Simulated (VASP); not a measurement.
Level of theory: PBEsol GGA, VASP's PBE PAW potentials (set 64) (plane waves; VASP).

A VASP calculation is set up with these files.

File KPOINTS:
```
Automatic mesh
0
Gamma
8 8 8
0 0 0
```

**INCAR**
```
EDIFFG = -0.01
SYSTEM = ZnS
ISMEAR = 0
ALGO = Normal
SIGMA = 0.05   ! width (eV)
PREC = Accurate
ISIF = 3   ! ions, shape and volume
LWAVE = .FALSE.
NELM = 100   ! most electronic steps
LMAXMIX = 4   ! l cut-off of mixed one-centre charges
NSW = 60
EDIFF = 1E-6
GGA = PS
LREAL = .FALSE.
LCHARG = .FALSE.
LASPH = .TRUE.   ! aspherical one-centre terms
IBRION = 2   ! conjugate gradients
ENCUT = 400   ! plane-wave cut-off (eV)
```

POSCAR:
```
ZnS
1
    0.0000000000     2.6211700000     2.6211700000
    2.6211700000     0.0000000000     2.6211700000
    2.6211700000     2.6211700000     0.0000000000
Zn S
1 1
Direct
  0.0000000000   0.0000000000   0.0000000000
  0.2500000000   0.2500000000   0.2500000000
```

POTCAR, in this order: Zn S (PBE.64 set). Program: vasp_std.

Question: What will the output report for the number of irreducible k-points (NKPTS), largest plane-wave count, number of space-group operations, FFT grid (NGX, NGY, NGZ)?

Answer: 
The number of irreducible k-points (NKPTS) is 29, the largest plane-wave count is 666 and the number of space-group operations is 24. The FFT grid (NGX, NGY, NGZ) is 24 × 24 × 24.

The structure was generated: ZnS was put into the zinc blende type (F-43m), which need not be its known phase. This run relaxes it. Symmetry was kept, so distortions that lower it aren't found.
